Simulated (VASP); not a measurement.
```xyz
8
Lattice="0.0036 6.4720 6.4657 6.4720 0.0036 6.4657 3.2378 3.2378 0.0000" Properties=species:S:1:pos:R:3 pbc="T T T"
Mg     3.2378     3.2378     0.0063
Te     1.6189     1.6189     1.5913
Te     4.8670     1.6086     4.8612
Te     1.6086     4.8670     4.8612
Te     4.8567     4.8567     8.0822
Cd     3.2315     0.0063     3.2328
Cd     0.0063     3.2315     3.2328
Cd     3.2378     3.2378     6.4608
```

Computed with PBEsol GGA, VASP's PBE PAW potentials (set 64) (plane waves; VASP). Run with 400 eV cut-off, 4×4×7 Γ-centred mesh, tetrahedra with Blöchl corrections, potentials Mg Te Cd.

The cores are frozen, which limits the accuracy of field gradients.

**Question.** Give the principal components of the electric field gradient (V/Å²) and the asymmetry η at each nucleus.

**Answer.** 
| atom | Vxx | Vyy | Vzz | η |
|---|---|---|---|---|
| Mg1 | -0.3 | 0.0 | 0.3 | - |
| Te2 | 96.5 | 5.7 | -102.3 | 0.89 |
| Te3 | 49.5 | 47.3 | -96.8 | 0.02 |
| Te4 | 49.5 | 47.3 | -96.8 | 0.02 |
| Te5 | -1.0 | -0.3 | 1.3 | 0.54 |
| Cd6 | 1.1 | 0.5 | -1.6 | 0.35 |
| Cd7 | 1.1 | 0.5 | -1.6 | 0.35 |
| Cd8 | 2.1 | 0.0 | -2.1 | 0.97 |

The structure was generated: Cd3MgTe4 was put into an ordered model structure (Amm2), which need not be its known phase. It was relaxed first.
